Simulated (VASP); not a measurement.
Ti2Si:

```
CELL_PARAMETERS angstrom
3.18603 -3.27944 0.00000
3.18603 3.27944 0.00000
0.00000 0.00000 2.20485
ATOMIC_POSITIONS crystal
Ti 0.84034 0.84034 0.00000
Ti 0.15966 0.15966 0.00000
Si 0.50000 0.50000 0.00000
```

The cell was built by a generator and needn't be a form met in nature.

| Quantity | Value |
| --- | --- |
| Program | VASP 6.6.1 |
| Task | relaxation of cell and atoms |
| Functional | PBE |
| Potentials or basis | VASP PAW PBE potentials, release 64 (Ti_sv, Si) |
| Cutoff | 520 eV |
| k mesh | 5 × 5 × 9 |
| Occupations | gaussian, width 0.15 eV |
| Spin | no spin polarisation |

At the start: pressure 39.3 GPa; volume 15.36 Å³/atom.

Problem. Where does the relaxation end?

Solution. Over 24 steps the energy falls by 1800.0 meV/atom and the volume is 16.52 Å³/atom (+7.6 %); space group P6/mmm (No. 191, to 0.05 Å).

The path:
| step | energy change (eV) | largest force (eV/Å) | pressure (GPa) | volume (Å³) |
| --- | --- | --- | --- | --- |
| 1 | 0.0000 | 0.2419 | 39.31 | 46.07 |
| 2 | 31.1880 | 1.3621 | -21.67 | 72.48 |
| 3 | -2.9605 | 0.5523 | -14.71 | 68.15 |
| 4 | -3.2432 | 0.9273 | -11.48 | 64.56 |
| 5 | -3.2627 | 1.0733 | -8.81 | 62.40 |
| 6 | -4.5911 | 0.2599 | -8.75 | 55.72 |
| 7 | 5.3290 | 7.7290 | 149.14 | 32.81 |
| 8 | -3.4844 | 0.4843 | -7.70 | 52.80 |
| 9 | -4.4313 | 0.8540 | 23.45 | 43.21 |
| 10 | -5.3300 | 0.4727 | -0.51 | 49.51 |
| 11 | -5.3389 | 0.5055 | -0.23 | 48.98 |
| 12 | -5.3387 | 0.5094 | 0.72 | 48.70 |
| 13 | -5.3778 | 0.1907 | 2.48 | 48.72 |
| 14 | -5.3797 | 0.3193 | 2.16 | 48.73 |
| 15 | -5.3939 | 0.1062 | -1.20 | 50.40 |
| 16 | -5.3950 | 0.1546 | -1.06 | 50.05 |
| 17 | -5.3950 | 0.1582 | -1.11 | 49.94 |
| 18 | -5.3907 | 0.2134 | 0.67 | 49.33 |
| 19 | -5.3944 | 0.1592 | 0.58 | 49.85 |
| 20 | -5.3949 | 0.1425 | -0.12 | 49.91 |
| 21 | -5.3977 | 0.1155 | -0.60 | 49.70 |
| 22 | -5.3955 | 0.0085 | 0.73 | 49.05 |
| 23 | -5.3989 | 0.0901 | 0.29 | 49.41 |
| 24 | -5.3999 | 0.0039 | 0.34 | 49.57 |

Final structure:
```
CELL_PARAMETERS angstrom
3.97348 -2.30222 0.00000
3.97348 2.30222 0.00000
0.00000 0.00000 2.70926
ATOMIC_POSITIONS crystal
Ti 0.83338 0.83338 0.00000
Ti 0.16662 0.16662 0.00000
Si 0.50000 0.50000 0.00000
```
